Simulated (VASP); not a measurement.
Energy against volume of MgF$_{2}$ (rutile). All values below come from PBE GGA with D3 dispersion (zero damping), VASP's PBE PAW potentials (set 64) (plane waves; VASP). Run with 520 eV cut-off, 5×5×7 Γ-centred mesh, Gaussian smearing of 0.050 eV, potentials Mg F.

Shape and ions are relaxed at each volume.

```
V (Å³/atom)  E (eV/atom)
-----------  -----------
10.755          -5.37630
11.088          -5.38040
11.420          -5.37839
11.753          -5.37118
```

### Question
Fit these four points and predict the energy of the run at 10.423 Å³/atom.

### Answer
A cubic in V^(−2/3), the third-order Birch-Murnaghan form, passes through the four points with V0 = 11.14 Å³/atom and B0 = 96 GPa, and gives -5.3650 eV/atom there. The run gave -5.3649 eV/atom, +0.1 meV/atom from the fit; all five points give B0 = 96 GPa.

The compound is MgF2 in the rutile structure. It was relaxed first.
